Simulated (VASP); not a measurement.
Given:

```
TiB2
1.0
    1.51245    -2.61965     0.00000
    1.51245     2.61965     0.00000
    0.00000     0.00000     3.20361
Ti B
1 2
Direct
  0.00000   0.00000   0.00000
  0.33333   0.66667   0.50000
  0.66667   0.33333   0.50000
```

Computed with TPSS meta-GGA, VASP's PBE PAW potentials (set 64) (plane waves; VASP). Numerical set-up: 520 eV cut-off, 13×13×11 Γ-centred mesh, tetrahedra with Blöchl corrections, potentials Ti_sv B.

Task: Tabulate the total density of states (states/eV per cell) against energy (eV; zero at the valence-band maximum or, without a gap, the Fermi level).

Result: 
| E (eV) | DOS (states/eV) |
|---|---|
| -9.98 | 0.83 |
| -9.86 | 0.76 |
| -9.62 | 0.47 |
| -9.50 | 0.33 |
| -9.26 | 0.29 |
| -9.14 | 0.32 |
| -8.90 | 0.15 |
| -8.78 | 0.22 |
| -8.66 | 0.30 |
| -8.42 | 0.55 |
| -8.30 | 0.67 |
| -8.06 | 0.64 |
| -7.94 | 0.67 |
| -7.82 | 0.64 |
| -7.58 | 0.56 |
| -7.46 | 0.54 |
| -7.22 | 0.53 |
| -7.10 | 0.53 |
| -6.86 | 0.55 |
| -6.74 | 0.57 |
| -6.62 | 0.59 |
| -6.38 | 0.67 |
| -6.26 | 0.72 |
| -6.02 | 0.89 |
| -5.90 | 0.80 |
| -5.78 | 0.76 |
| -5.54 | 0.74 |
| -5.42 | 0.80 |
| -5.18 | 1.21 |
| -5.06 | 1.14 |
| -4.82 | 1.09 |
| -4.70 | 1.00 |
| -4.58 | 1.12 |
| -4.34 | 1.32 |
| -4.22 | 1.35 |
| -3.98 | 1.43 |
| -3.86 | 1.48 |
| -3.74 | 1.53 |
| -3.50 | 1.74 |
| -3.38 | 2.01 |
| -3.14 | 2.36 |
| -3.02 | 1.79 |
| -2.78 | 1.32 |
| -2.66 | 1.16 |
| -2.54 | 1.00 |
| -2.30 | 0.90 |
| -2.18 | 0.90 |
| -1.94 | 0.96 |
| -1.82 | 0.98 |
| -1.70 | 0.98 |
| -1.46 | 0.89 |
| -1.34 | 0.84 |
| -1.10 | 0.73 |
| -0.98 | 0.67 |
| -0.74 | 0.50 |
| -0.62 | 0.34 |
| -0.50 | 0.25 |
| -0.26 | 0.18 |
| -0.14 | 0.20 |
| 0.10 | 0.24 |
| 0.22 | 0.50 |
| 0.34 | 0.71 |
| 0.58 | 0.83 |
| 0.70 | 0.89 |
| 0.94 | 1.03 |
| 1.06 | 1.14 |
| 1.30 | 1.46 |
| 1.42 | 1.59 |
| 1.54 | 1.67 |
| 1.78 | 1.91 |
| 1.90 | 2.02 |
| 2.14 | 2.39 |
| 2.26 | 2.46 |
| 2.38 | 2.53 |
| 2.62 | 2.23 |
| 2.74 | 2.86 |
| 2.98 | 3.29 |
| 3.10 | 2.39 |
| 3.34 | 1.64 |
| 3.46 | 1.42 |
Within 2 eV below the Fermi level the largest weight inside VASP's projection spheres is Ti d, then B p.

The compound is TiB2 in the AlB2 type structure. It was relaxed first.
